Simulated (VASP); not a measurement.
All values below come from LDA (Ceperley-Alder, Perdew-Zunger), VASP's LDA PAW potentials (set 64) (plane waves; VASP). Each cell was relaxed at this level, without spin-orbit coupling.

Q: Which of these comes out without a gap?
A. MgO, Fm-3m (225)
B. TlCl, Pm-3m (221)
C. Mo, Im-3m (229)
D. Si, Fd-3m (227)

A: C, Mo, Im-3m (229). The others have gaps of 0.44 eV (Si, Fd-3m (227)), 1.55 eV (TlCl, Pm-3m (221)), 5.14 eV (MgO, Fm-3m (225)).
